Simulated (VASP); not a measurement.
# Cr3Te (P4/mmm) in VASP: single point with r2SCAN

Aim: the single point of Cr3Te with r2SCAN.

Everything below comes from runs of VASP 6.6.1. Logs are shortened: lines on timing, memory, paths and dates and some standing lists are left out, and cuts for length are marked.

### 1 The crystal as given

It takes space group P4/mmm (No. 123, tetragonal). The conventional cell has a = 4.282 Å, b = 4.282 Å, c = 4.040 Å, α = 90.00°, β = 90.00°, γ = 90.00°. Cr (site symmetry mmm) has 8 Cr at 2.94 to 3.03 Å and 4 Te at 2.94 Å as nearest neighbours. Cr (site symmetry 4/mmm) has 8 Cr at 2.94 Å and 4 Te at 3.03 Å as nearest neighbours. Te (site symmetry 4/mmm) is surrounded by 12 Cr at 2.94 to 3.03 Å.

The cell was built by a generator and needn't be a form met in nature.

### 2 Single point, r2SCAN

POSCAR

```
Cr3Te
1.0
    4.2824440000      0.0000000000      0.0000000000
    0.0000000000      4.2824440000      0.0000000000
    0.0000000000      0.0000000000      4.0400410000
Cr Te
3 1
Direct
    0.0000000000      0.5000000000      0.5000000000
    0.5000000000      0.0000000000      0.5000000000
    0.5000000000      0.5000000000      0.0000000000
    0.0000000000      0.0000000000      0.0000000000
```

INCAR.step1

```
ALGO = Normal ; EDIFF = 1E-4
ENCUT = 520 ; GGA = PE
ISMEAR = 1 ; LASPH = True
LCHARG = False ; LREAL = False
LWAVE = True ; NBANDS = 29
NELM = 80 ; PREC = Accurate
SIGMA = 0.0385
```

INCAR.step2

```
ALGO = Normal ; EDIFF = 1E-7
ENCUT = 520 ; ISIF = 2
ISMEAR = 1 ; ISTART = 1
LASPH = True ; LCHARG = False
LMIXTAU = True ; LREAL = False
LWAVE = False ; METAGGA = R2SCAN
NBANDS = 29 ; NELM = 80
PREC = Accurate ; SIGMA = 0.0385
```

KPOINTS

```
k-points
0
Gamma
  6 6 6
```

Potentials or basis: VASP PAW PBE potentials, release 64 (Cr_pv, Te).

Launch:

```sh
cat potpaw_PBE.64/Cr_pv/POTCAR potpaw_PBE.64/Te/POTCAR > POTCAR
cp INCAR.step1 INCAR
mpirun -np 1 vasp_std > vasp.out
cp INCAR.step2 INCAR
mpirun -np 1 vasp_std > vasp.out
```

OUTCAR:

```text
EDIFF = 1E-7
   ENCUT = 520
   ISIF = 2
   ISMEAR = 1
   ISTART = 1
   LASPH = True
   LREAL = False
   METAGGA = R2SCAN
   NELM = 80
   PREC = Accurate

 ion  position               nearest neighbor table
   1  0.000  0.500  0.500-   3 2.94   4 2.94   3 2.94   4 2.94   4 2.94   4 2.94   3 2.94   3 2.94
                             2 3.03   2 3.03   2 3.03   2 3.03
   2  0.500  0.000  0.500-   3 2.94   4 2.94   3 2.94   4 2.94   3 2.94   3 2.94   4 2.94   4 2.94
                             1 3.03   1 3.03   1 3.03   1 3.03
   3  0.500  0.500  0.000-   1 2.94   2 2.94   1 2.94   2 2.94   2 2.94   2 2.94   1 2.94   1 2.94
                             4 3.03   4 3.03   4 3.03   4 3.03
   4  0.000  0.000  0.000-   1 2.94   2 2.94   1 2.94   2 2.94   1 2.94   1 2.94   2 2.94   2 2.94
                             3 3.03   3 3.03   3 3.03   3 3.03

  LATTYP: Found a simple tetragonal cell.
 ALAT       =     4.2824440000
 C/A-ratio  =     0.9433961075

  Lattice vectors:

 A1 = (   4.2824440000,   0.0000000000,   0.0000000000)
 A2 = (   0.0000000000,   4.2824440000,   0.0000000000)
 A3 = (   0.0000000000,   0.0000000000,   4.0400410000)

Analysis of symmetry for initial positions (statically):
=====================================================================
 Subroutine PRICEL returns:
 Original cell was already a primitive cell.

 Routine SETGRP: Setting up the symmetry group for a
 simple tetragonal supercell.

 Subroutine GETGRP returns: Found 16 space group operations
 (whereof 16 operations were pure point group operations)
 out of a pool of 16 trial point group operations.

The static configuration has the point symmetry D_4h.

Analysis of symmetry for dynamics (positions and initial velocities):
=====================================================================
 Subroutine PRICEL returns:
 Original cell was already a primitive cell.

 Routine SETGRP: Setting up the symmetry group for a
 simple tetragonal supercell.

 Subroutine GETGRP returns: Found 16 space group operations
 (whereof 16 operations were pure point group operations)
 out of a pool of 16 trial point group operations.

The dynamic configuration has the point symmetry D_4h.

 Subroutine INISYM returns: Found 16 space group operations
 (whereof 16 operations are pure point group operations),
 and found     1 'primitive' translations

----------------------------------------------------------------------------------------

                                     Primitive cell

  volume of cell :      74.0916

  direct lattice vectors                    reciprocal lattice vectors
     4.282444000  0.000000000  0.000000000     0.233511518  0.000000000  0.000000000
     0.000000000  4.282444000  0.000000000     0.000000000  0.233511518  0.000000000
     0.000000000  0.000000000  4.040041000     0.000000000  0.000000000  0.247522240

  length of vectors
     4.282444000  4.282444000  4.040041000     0.233511518  0.233511518  0.247522240

  position of ions in fractional coordinates (direct lattice)
     0.000000000  0.500000000  0.500000000
     0.500000000  0.000000000  0.500000000
     0.500000000  0.500000000  0.000000000
     0.000000000  0.000000000  0.000000000

  ion indices of the primitive-cell ions
   primitive index   ion index
                 1           1
                 2           2
                 3           3
                 4           4

----------------------------------------------------------------------------------------

 KPOINTS: k-points

Automatic generation of k-mesh.
 Grid dimensions read from file:
 generate k-points for:    6    6    6

 Generating k-lattice:

  Cartesian coordinates                     Fractional coordinates (reciprocal lattice)
     0.038918586  0.000000000  0.000000000     0.166666667  0.000000000  0.000000000
     0.000000000  0.038918586  0.000000000     0.000000000  0.166666667  0.000000000
     0.000000000  0.000000000  0.041253707     0.000000000  0.000000000  0.166666667

  Length of vectors
     0.038918586  0.038918586  0.041253707

  Shift w.r.t. Gamma in fractional coordinates (k-lattice)
     0.000000000  0.000000000  0.000000000

 Subroutine IBZKPT returns following result:
 ===========================================

 Found     40 irreducible k-points:

 Following reciprocal coordinates:
            Coordinates               Weight
  0.000000  0.000000  0.000000      1.000000
  0.166667  0.000000  0.000000      4.000000
  0.333333  0.000000  0.000000      4.000000
  0.500000  0.000000  0.000000      2.000000
  0.166667  0.166667  0.000000      4.000000
  0.333333  0.166667  0.000000      8.000000
[... 16 lines left out ...]
  0.333333  0.000000  0.333333      8.000000
  0.500000  0.000000  0.333333      4.000000
 [... further k-points ...]
   k-points           NKPTS =     40   k-points in BZ     NKDIM =     40   number of bands    NBANDS=     29
   number of dos      NEDOS =    301   number of ions     NIONS =      4
   total plane-waves  NPLWV =  30720
   dimension x,y,z NGX =    32 NGY =   32 NGZ =   30
   dimension x,y,z NGXF=    64 NGYF=   64 NGZF=   60
   ions per type =               3   1
   NGX,Y,Z   is equivalent  to a cutoff of  12.42, 12.42, 12.34 a.u.
   NGXF,Y,Z  is equivalent  to a cutoff of  24.85, 24.85, 24.69 a.u.
 SYSTEM =  unknown system
   PREC   = accura    normal or accurate (medium, high low for compatibility)
   ISTART =      1    job   : 0-new  1-cont  2-samecut
   ICHARG =      0    charge: 1-file 2-atom 10-const
   ISPIN  =      1    spin polarized calculation?
   LNONCOLLINEAR =      F non collinear calculations
   LSORBIT =      F    spin-orbit coupling
   LASPH  =      T    aspherical Exc in radial PAW
   ENCUT  =  520.0 eV  38.22 Ry    6.18 a.u.   7.96  7.96  7.51*2*pi/ulx,y,z
   NELM   =     80;   NELMIN=  2; NELMDL=  0     # of ELM steps
   EDIFF  = 0.1E-06   stopping-criterion for ELM
   LREAL  =      F    real-space projection
   EDIFFG = 0.1E-05   stopping-criterion for IOM
   NSW    =      0    number of steps for IOM
   IBRION =     -1    ionic relax: 0-MD 1-quasi-New 2-CG
   NFREE  =      0    steps in history (QN), initial steepest desc. (CG)
   ISIF   =      2    stress and relaxation
   ISYM   =      2    0-nonsym 1-usesym 2-fastsym
   POTIM  = 0.5000    time-step for ionic-motion
   TEBEG  =    0.0;   TEEND  =   0.0 temperature during run
   PSTRESS=    0.0 pullay stress
   NELECT =      42.0000    total number of electrons
   NUPDOWN=      -1.0000    fix difference up-down
   EMIN   =  10.00;   EMAX   =-10.00  energy-range for DOS
   EFERMI =   0.00;   METHOD = LEGACY
   ISMEAR =     1;   SIGMA  =   0.04  broadening in eV -4-tet -1-fermi 0-gaus
   EFERMI_NEDOS =   21; number of points for ismear=-14 and -15
   IALGO  =     38    algorithm
   IMIX   =      4    mixing-type and parameters
     AMIX     =   0.40;   BMIX     =  1.00
     AMIX_MAG =   1.60;   BMIX_MAG =  1.00
  volume/ion in A,a.u.               =      18.52       125.00
  Fermi-wavevector in a.u.,A,eV,Ry     =   1.354882  2.560356 24.976294  1.835706
  Thomas-Fermi vector in A             =   2.482017
   LORBIT       =      0    0 simple, 1 ext, 2 COOP (PROOUT), +10 PAW based schemes
   METAGGA = R2SCAN    functional components
   LHFCALC =     F    Hartree Fock is set to
   AEXX    =    0.0000 exact exchange contribution
   IVDW    =     0    specifies the selected vdW correction
   LEPSILON=     F    determine dielectric tensor
   LRPA    =     F    only Hartree local field effects (RPA)
 non-spin polarized calculation
 Methfessel and Paxton  Order N= 1 SIGMA  =   0.04
  energy-cutoff  :      520.00
  volume of cell :       74.09
 maximum number of plane-waves:      2020
 NGX is ok and might be reduce to    32
   NGX = 15   NGY = 15   NGZ = 15

 number of electron      41.9999996 magnetization

 Free energy of the ion-electron system (eV)
  ---------------------------------------------------
  ext. energy  EPLUGINS =         0.00000000
  ---------------------------------------------------
  free energy    TOTEN  =       -64.71332586 eV

  energy without entropy =      -64.71275655  energy(sigma->0) =      -64.71313609

 E-fermi :   8.4007     XC(G=0): -12.2204

 val. band max:        8.4004010557   @ k =   0.3333   0.3333   0.3333
 cond. band min:       8.4193644752   @ k =   0.5000   0.5000   0.1667
 fundamental gap:      0.0189634195
 Fermi energy:         8.4006812262

 k-point     1 :       0.0000    0.0000    0.0000
  band No.  band energies     occupation
      1     -36.5748      2.00000
      2     -36.5748      2.00000
      3     -36.5660      2.00000
      4     -36.4585      2.00000
      5     -36.4585      2.00000
      6     -36.4393      2.00000
[... 21 lines left out ...]
     28       9.4973      0.00000
     29       9.4973      0.00000

 k-point     2 :       0.1667    0.0000    0.0000
  band No.  band energies     occupation
      1     -36.5732      2.00000
      2     -36.5678      2.00000
      3     -36.5616      2.00000
      4     -36.4596      2.00000
      5     -36.4555      2.00000
      6     -36.4405      2.00000
[... 21 lines left out ...]
     28       9.3581      0.00000
     29       9.4975      0.00000

 k-point     3 :       0.3333    0.0000    0.0000
  band No.  band energies     occupation
      1     -36.5699      2.00000
      2     -36.5519      2.00000
      3     -36.5511      2.00000
      4     -36.4634      2.00000
      5     -36.4468      2.00000
      6     -36.4448      2.00000
[... 21 lines left out ...]
     28       9.4979      0.00000
     29       9.5962      0.00000

 k-point     4 :       0.5000    0.0000    0.0000
  band No.  band energies     occupation
      1     -36.5683      2.00000
      2     -36.5463      2.00000
      3     -36.5403      2.00000
      4     -36.4675      2.00000
      5     -36.4481      2.00000
      6     -36.4348      2.00000
[... 597 lines left out ...]
     28       9.8513      0.00000
     29      10.1351      0.00000

 k-point    23 :       0.3333    0.0000    0.3333
  band No.  band energies     occupation
      1     -36.5698      2.00000
      2     -36.5478      2.00000
      3     -36.5473      2.00000
      4     -36.4650      2.00000
      5     -36.4634      2.00000
      6     -36.4398      2.00000
[... 21 lines left out ...]
     28      10.0045      0.00000
     29      10.2635      0.00000

 k-point    24 :       0.5000    0.0000    0.3333
  band No.  band energies     occupation
      1     -36.5662      2.00000
      2     -36.5610      2.00000
      3     -36.5470      2.00000
      4     -36.4562      2.00000
      5     -36.4541      2.00000
      6     -36.4328      2.00000
[... 21 lines left out ...]
     28       9.7898      0.00000
     29      10.5799      0.00000

 [... further k-points ...]

------------------------ aborting loop because EDIFF is reached ----------------------------------------

  FORCE on cell =-STRESS in cart. coord.  units (eV):
  Direction    XX          YY          ZZ          XY          YZ          ZX
  --------------------------------------------------------------------------------------
  -------------------------------------------------------------------------------------
  Total      -13.6483698    -13.6483698    -13.5336216      0.0000000      0.0000000      0.0000000
  in kB     -295.1360119   -295.1360119   -292.6546675      0.0000000      0.0000000      0.0000000
  external PRESSURE =    -294.3088971 kB  Pullay stress =       0.0000000 kB

 VOLUME and BASIS-vectors are now :
 -----------------------------------------------------------------------------
  energy-cutoff  :      520.00
  volume of cell :       74.09
      direct lattice vectors                 reciprocal lattice vectors
     4.282444000  0.000000000  0.000000000     0.233511518  0.000000000  0.000000000
     0.000000000  4.282444000  0.000000000     0.000000000  0.233511518  0.000000000
     0.000000000  0.000000000  4.040041000     0.000000000  0.000000000  0.247522240

 POSITION                                       TOTAL-FORCE (eV/Angst)
 -----------------------------------------------------------------------------------
      0.00000      2.14122      2.02002         0.000000      0.000000      0.000000
      2.14122      0.00000      2.02002         0.000000      0.000000      0.000000
      2.14122      2.14122      0.00000         0.000000      0.000000      0.000000
      0.00000      0.00000      0.00000         0.000000      0.000000      0.000000
 -----------------------------------------------------------------------------------
    total drift:                                0.000000     -0.000000     -0.000000

  FREE ENERGIE OF THE ION-ELECTRON SYSTEM (eV)
  ---------------------------------------------------
  free  energy   TOTEN  =       -64.7133258567 eV

  energy  without entropy=      -64.7127565545  energy(sigma->0) =      -64.71313609
```

Wall time 5.9 min (1 thread of Intel Xeon Platinum 8259CL at 2.50GHz (Skylake/Cascade Lake), shared host); peak memory 0.23 GiB.

What came out:

```
Free energy            : -64.7133 eV
Pressure               : -29.4 GPa
Band gap on the k mesh : none (metal or under the smearing width)
```

Stress tensor (GPa, compression positive):
```
-29.51   0.00   0.00
  0.00 -29.51   0.00
  0.00   0.00 -29.27
```

Caveat: a pressure of tens of GPa on the cell as given is suspect, and the run, the potentials or the cell itself is likely at fault; the PAW data sets were made with another functional, which shifts forces and pressure a little. Spin polarisation is off, so any magnetic state and its effect on volume and gap are missing.
